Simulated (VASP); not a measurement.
```
BaZrO3
1.0
    4.15980     0.00000     0.00000
    0.00000     4.15980     0.00000
    0.00000     0.00000     4.15980
Ba Zr O
1 1 3
Direct
  0.00000   0.00000   0.00000
  0.50000   0.50000   0.50000
  0.50000   0.00000   0.50000
  0.00000   0.50000   0.50000
  0.50000   0.50000   0.00000
```

All values below come from LDA (Ceperley-Alder, Perdew-Zunger), VASP's LDA PAW potentials (set 64) (plane waves; VASP 6.6.1). Numerical set-up: 520 eV cut-off, 7×7×7 Γ-centred mesh, Gaussian smearing of 0.010 eV, potentials Ba_sv Zr_sv O.

Q: Estimate the energy per atom (σ→0).

A: 
```json
{
  "energy per atom (σ→0)": "-9.148 eV/atom"
}
```

Only differences to runs with the same potentials and settings are physical.

The compound is BaZrO3 in the cubic perovskite structure. It was relaxed first.
